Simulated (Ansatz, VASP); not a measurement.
# V (V(110)): VASP beside Ansatz, part 3 of 3

Aim: how closely do two programs agree when they are given the same cell, functional and k mesh?  Valence electrons are named where the data sets of a main pair hold unlike numbers.

VASP 6.6.1 and Ansatz 0.2.0.

So far, work function top (eV): step 4 (differences) 4.84.

## (8) Comparison

What differs besides the data sets and the points named for the pairs above, as far as they apply: the two LDA forms differ slightly; the data sets hold 91 valence electrons in Ansatz (on its default PAW (the set named soft_2) files) and 35 in VASP; Ansatz makes its cores anew for this functional, VASP keeps those of its PBE data sets; VASP's log shows a relativistic correction to its local exchange, Ansatz's none. Total energies have different zeros and are not compared.

The two programs side by side:

```
                                   quantity  Ansatz  VASP  difference
 work function, lower of the two faces (eV)    5.06  5.05       +0.01
work function, higher of the two faces (eV)    5.06  5.05       +0.01
```

Forces (eV/Å; atoms numbered as in POSCAR):

```
atom        Ansatz x, y, z          VASP x, y, z
  V1   0.000, 0.000, 1.077   0.000, 0.000, 1.137
  V2  0.000, 0.000, -0.367  0.000, 0.000, -0.373
  V3  0.000, 0.000, -0.089  0.000, 0.000, -0.083
  V4   0.000, 0.000, 0.000   0.000, 0.000, 0.000
  V5   0.000, 0.000, 0.089   0.000, 0.000, 0.083
  V6   0.000, 0.000, 0.367   0.000, 0.000, 0.373
  V7  0.000, 0.000, -1.077  0.000, 0.000, -1.137
```

The forces differ by 19 meV/Å r.m.s., which is 5.1 % of the r.m.s. force of 0.370 eV/Å (both taken over all components). VASP's log warns that it found no field-free region in the vacuum, so its work functions are uncertain. VASP's last cycles still show a density residual of 5e-03, so its state may not be settled. With vacuum in the cell, a pressure given here is an average over mostly empty space and none of the material.

## (9) What the set-up changes

Further runs change the set-up of one program: Ansatz's method, potentials or start, or VASP's data sets, cutoff or form of LDA. The table gives Ansatz less VASP for each quantity, since a change that brings one quantity closer may part another.

```
                                        run  r.m.s. force difference (meV/Å)  work function, lower of the two faces (eV)  work function, higher of the two faces (eV)
                                   as above                               19                                      0.0098                                       0.0098
                       cores kept as stored                               20                                      0.0073                                       0.0073
    Ansatz's larger PAW set (cutoff 930 eV)                               19                                      0.0089                                       0.0089
norm-conserving potentials (cutoff 1143 eV)                               19                                       0.011                                        0.011
```

## (10) VASP: single point, r2SCAN

With cell and atoms fixed, the geometry can't cause a difference; cores, projectors, grids and the points listed under the comparison can.

Input file INCAR:

```
SYSTEM = V
PREC = Normal
ENCUT = 350
EDIFF = 1E-06
NELM = 120
ISMEAR = 1
SIGMA = 0.1
LREAL = .FALSE.
ALGO = Normal
METAGGA = R2SCAN
LASPH = .TRUE.
NBANDS = 28
ISPIN = 2
MAGMOM = 2 2 2 2 2 2 2
LMAXMIX = 4
LORBIT = 11
LWAVE = .FALSE.
LCHARG = .FALSE.
KPAR = 4
IDIPOL = 3
LDIPOL = .TRUE.
DIPOL = 0.5 0.5 0.5
LVHAR = .TRUE.
LVACPOTAV = .TRUE.
```

Input file POSCAR:

```
V
1.0
    2.1354624792     -1.5100000000      0.0000000000
    2.1354624792      1.5100000000      0.0000000000
    0.0000000000      0.0000000000     30.8127748751
V
7
Direct
    0.0000000000      0.0000000000      0.2920866438
    0.5000000000      0.5000000000      0.3613910959
    0.0000000000      0.0000000000      0.4306955479
    0.5000000000      0.5000000000      0.5000000000
    0.0000000000      0.0000000000      0.5693044521
    0.5000000000      0.5000000000      0.6386089041
    0.0000000000      0.0000000000      0.7079133562
```

Input file KPOINTS:

```
Automatic mesh
0
Gamma
10 10 1
0 0 0
```

PAW data sets: V (PBE family, release 64).

Started as:

```
> mpirun -np 4 vasp_std
```

Numbers of over 12 decimals in the logs are rounded to 6 here.

Output:

```text
[banner, memory and clock lines left out]
running    4 mpi-ranks, on    1 nodes
[...]
[... a notice as in an earlier step ...]

 LDA part: xc-table for (None), standard interpolation
 POSCAR, INCAR and KPOINTS ok, starting setup
[...]
entering main loop
       N       E                     dE             d eps       ncg     rms          rms(c)
DAV:   1     0.190381745355E+03    0.19038E+03   -0.97247E+03  3480   0.915E+02
DAV:   2    -0.734089386214E+02   -0.26379E+03   -0.24769E+03  3480   0.254E+02
DAV:   3    -0.106177414536E+03   -0.32768E+02   -0.29937E+02  5380   0.109E+02
DAV:   4    -0.108581069711E+03   -0.24037E+01   -0.23374E+01  5376   0.395E+01
[...]
DAV:  98    -0.961308925965E+02    0.49051E-05   -0.52302E-06  3820   0.191E-02    0.442E-02
DAV:  99    -0.961308904110E+02    0.21855E-05   -0.13049E-06  2616   0.935E-03    0.456E-02
DAV: 100    -0.961308898887E+02    0.52230E-06   -0.54154E-07  2388   0.617E-03
 [... a notice as in an earlier step ...]

   1 F= -.96130890E+02 E0= -.96131361E+02  d E =0.141445E-02  mag=     2.6251
```

From OUTCAR (step 10):

```text
  Total       -5.8625127     -6.6721845     -6.7176885      0.0000000      0.0000000      0.0000000
  in kB      -47.2677230    -53.7958691    -54.1627545      0.0000000      0.0000000      0.0000000
  external PRESSURE =     -51.7421155 kB  Pullay stress =       0.0000000 kB

 POSITION                                       TOTAL-FORCE (eV/Angst)
 -----------------------------------------------------------------------------------
      0.00000      0.00000      9.00000        -0.000000      0.000000      0.739908
      2.13546      0.00000     11.13546         0.000000      0.000000     -0.312164
      0.00000      0.00000     13.27092        -0.000000      0.000000     -0.018819
      2.13546      0.00000     15.40639        -0.000000      0.000000      0.000000
      0.00000      0.00000     17.54185        -0.000000      0.000000      0.018819
      2.13546      0.00000     19.67731         0.000000      0.000000      0.312164
      0.00000      0.00000     21.81277         0.000000      0.000000     -0.739908
 -----------------------------------------------------------------------------------
    total drift:                                0.000000      0.000000      0.000000

  FREE ENERGIE OF THE ION-ELECTRON SYSTEM (eV)
  ---------------------------------------------------
  free  energy   TOTEN  =       -96.1308898887 eV

  energy  without entropy=      -96.1323043410  energy(sigma->0) =      -96.13136137

 magnetization (x)
# of ion       s       p       d       tot
------------------------------------------
    1        0.046   0.133   1.253   1.432
    2       -0.011  -0.012  -0.334  -0.357
    3        0.004   0.001   0.103   0.108
    4       -0.004  -0.001  -0.121  -0.126
    5        0.004   0.001   0.103   0.108
    6       -0.011  -0.012  -0.334  -0.357
    7        0.046   0.133   1.253   1.432
--------------------------------------------------
tot          0.075   0.242   1.922   2.239

[... 2 parts as in an earlier step ...]

[... 1 further part left out ...]
[key lines of the parts left out:]
E-fermi :   0.9231
```

The magnetic state follows from one typed start and may not be the lowest. SCAN-type functionals tend to overstate the moments of itinerant magnets.

## (11) Ansatz: single point, r2SCAN

The same cell, functional, mesh and smearing now go to Ansatz, which takes its cutoff from its data sets.

Input file input.yaml:

```yaml
crystal:
  lattice:
    - [2.1354624792, -1.51, 0.0]
    - [2.1354624792, 1.51, 0.0]
    - [0.0, 0.0, 30.8127748751]
  atoms:
    - { symbol: V, position: [0.0, 0.0, 0.2920866438], spin: 2.0 }
    - { symbol: V, position: [0.5, 0.5, 0.3613910959], spin: 2.0 }
    - { symbol: V, position: [0.0, 0.0, 0.4306955479], spin: 2.0 }
    - { symbol: V, position: [0.5, 0.5, 0.5], spin: 2.0 }
    - { symbol: V, position: [0.0, 0.0, 0.5693044521], spin: 2.0 }
    - { symbol: V, position: [0.5, 0.5, 0.6386089041], spin: 2.0 }
    - { symbol: V, position: [0.0, 0.0, 0.7079133562], spin: 2.0 }
hamiltonian:
  xc: r2scan
  pseudopotentials: { kind: paw }
magnetization:
  spin_polarized: true
kpoints:
  mp_grid: { grid: [10, 10, 1] }
scf:
  occupations: { method: methfessel_paxton, width: 0.1 }
  n_extra_bands: 14
efield:
  axis: 3
  dipole_correction: true
  ramp_width: 0.04
output:
  forces: true
  eigenvalues: true
  write_density: true
  write_potential: true
  elf: true
  volumetric_format: npy
```

Started as:

```
> ansatz run input.yaml --threads 4 --pin off --max-ram 9216MiB --backend cpu --events-out ev --progress --plain --runs-dir out
```

Output:

```text
[...]
Crystal: 7 atoms, lattice volume = 198.715 Å³
Basis set: ecut = 500 eV, 5063 PW (Γ), exchange–correlation on 80×80×900 points (64 copies of the dense FFT grid, shifted against one another)
[...]
k-point 1 ↑: bands = [... 42 lower, 5.5530, 5.6210, 5.8077, 5.8958, 5.9995, 6.1089, 6.2163, 6.2746, ... 10 higher]
  k-point 2 ↑: bands = [... 42 lower, 5.1793, 5.4287, 5.4660, 5.6046, 5.6318, 5.8223, 5.9189, 6.4562, ... 10 higher]
  k-point 30 ↓: bands = [... 42 lower, 5.9519, 6.3037, 6.9713, 7.5391, 7.6046, 7.7987, 7.9164, 7.9375, ... 10 higher]
[key lines of the parts left out:]
SCF converged after 31 iterations
Magnetization: 2.5724 μB (46.7862 up, 44.2138 down)
Free energy (F): -20417.245774 eV
Fermi energy:    5.828720 eV
Dipole field:    D = 0.000002 V/Å  (p = 0.000003 e·Å, saw-weighted, corrected)
Work function:   Φ+ = 4.1388 eV   Φ− = 4.1389 eV
```

Run time: 3.1 min. Hardware: 4 threads of AMD EPYC 9R14 (Zen 4), shared host; peak memory 1.7 GiB; 12 min of CPU time.

Between step 8 and this run (r2SCAN and cutoff 500 eV) the value for the work function top moves from 5.06 eV to 4.14 eV (-18 %).

## (12) Side by side

What differs besides the data sets and the points named for the pairs above, as far as they apply: VASP keeps PBE cores, Ansatz makes them for the functional; the data sets hold 91 valence electrons in Ansatz (on its default PAW (the set named soft_2) files) and 35 in VASP; the cutoff is 500 eV in Ansatz and 350 eV in VASP (PREC = Normal); site moments are counted in spheres of each program's own size. Total energies have different zeros and are not compared.

Both answers:

```
                                   quantity  Ansatz   VASP  difference
                          total moment (μB)    2.57   2.63       -0.05
                          moment on V1 (μB)    1.18   1.43       -0.25
                          moment on V7 (μB)    1.18   1.43       -0.25
                          moment on V6 (μB)   -0.28  -0.36       +0.08
                          moment on V2 (μB)   -0.28  -0.36       +0.08
                          moment on V4 (μB)   -0.05  -0.13       +0.08
                          moment on V3 (μB)    0.03   0.11       -0.07
                          moment on V5 (μB)    0.03   0.11       -0.07
 work function, lower of the two faces (eV)    4.14   4.08       +0.06
work function, higher of the two faces (eV)    4.14   4.08       +0.06
```

Forces (eV/Å; atoms numbered as in POSCAR):

```
atom        Ansatz x, y, z          VASP x, y, z
  V1   0.000, 0.000, 0.586   0.000, 0.000, 0.740
  V2  0.000, 0.000, -0.286  0.000, 0.000, -0.312
  V3  0.000, 0.000, -0.022  0.000, 0.000, -0.019
  V4   0.000, 0.000, 0.000   0.000, 0.000, 0.000
  V5   0.000, 0.000, 0.022   0.000, 0.000, 0.019
  V6   0.000, 0.000, 0.286   0.000, 0.000, 0.312
  V7  0.000, 0.000, -0.586  0.000, 0.000, -0.740
```

The forces differ by 48 meV/Å r.m.s., which is 19.4 % of the r.m.s. force of 0.248 eV/Å (both taken over all components). VASP's log warns that it found no field-free region in the vacuum, so its work functions are uncertain. VASP's last cycles still show a density residual of 5e-03, so its state may not be settled. With vacuum in the cell, a pressure given here is an average over mostly empty space and none of the material.

## (13) Further runs

Further runs change the set-up of one program: Ansatz's method, potentials or start, or VASP's data sets, cutoff or form of LDA. The table gives Ansatz less VASP for each quantity, since a change that brings one quantity closer may part another.

```
                                        run  r.m.s. force difference (meV/Å)  total moment (μB)  work function, lower of the two faces (eV)  work function, higher of the two faces (eV)
                                   as above                               48             -0.053                                       0.063                                        0.063
                       cores kept as stored                               48             -0.053                                       0.063                                        0.063
    Ansatz's larger PAW set (cutoff 930 eV)                               48             -0.041                                       0.058                                        0.058
norm-conserving potentials (cutoff 1257 eV)                               48              0.049                                       0.063                                        0.065
```

## (14) Outcome

```
r.m.s. force difference (single point, PBE)    : 16 % of the r.m.s. force
r.m.s. force difference (single point, LDA)    : 5.1 % of the r.m.s. force
r.m.s. force difference (single point, r2SCAN) : 19 % of the r.m.s. force
```

The r.m.s. force difference is 19 % of the r.m.s. force (single point, r2SCAN), beyond the 3 % picked in this series as the mark of a large difference. The data sets hold unlike numbers of valence electrons (91 in Ansatz and 35 in VASP), so part of the differences comes from the potentials. For single point, PBE, no further run moves any of the tabulated differences by more than a quarter of its size. Single point, LDA, cores kept as stored: the difference in work function, lower of the two faces goes from 0.0098 to 0.0073 eV; the difference in work function, higher of the two faces goes from 0.0098 to 0.0073 eV. Single point, r2SCAN, norm-conserving potentials (cutoff 1257 eV): the difference in total moment goes from -0.053 to 0.049 μB. 4 further runs of this series are not shown here. How closely two codes agree says nothing of how well the functional describes the real material.

[Lines on the potential files, build, host, timing and source positions are cut from VASP's logs without a mark.]

[Logs are printed without paths, hosts, clocks, repeated set-up lines and the standing remarks that a program may print on its own settings, such as how far it seeks lower states.]

[Hosts, paths, dates, database ids (printed as entryN), source tags and the programs' standing remarks are cut or masked in the printed files.]
